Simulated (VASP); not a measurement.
Consider the following.

```
YSb
1.0
    4.27700     0.00000     0.00000
    0.00000     4.27700     0.00000
    0.00000     0.00000     4.27700
Y Sb
1 1
Direct
  0.00000   0.00000   0.00000
  0.50000   0.50000   0.50000
```

Level of theory: PBEsol GGA, VASP's PBE PAW potentials (set 64) (plane waves; VASP). Settings: 400 eV cut-off, 8×8×8 Γ-centred mesh, first-order Methfessel-Paxton smearing of 0.10 eV, potentials Y_sv Sb.

Energy and stress use the plane-wave basis of the starting cell.

Problem. The ions, cell shape and volume are relaxed. Which structure does the run end with?

Solution. 
```
YSb
1.0
    3.74818     0.00000     0.00000
    0.00000     3.74818     0.00000
    0.00000     0.00000     3.74818
Y Sb
1 1
Direct
  0.00000   0.00000   0.00000
  0.50000   0.50000   0.50000
```
Space group Pm-3m (221), at a tolerance of 0.03 Å.

Problem. How do energy and volume change from the first to the last step?

Solution. The energy (σ→0) changes by -673.3 meV/atom and the volume by -32.7 %, in 14 ionic steps.

The structure was generated: YSb was put into the CsCl type type (Pm-3m), which need not be its known phase. This run relaxes it. Symmetry was kept, so distortions that lower it aren't found.
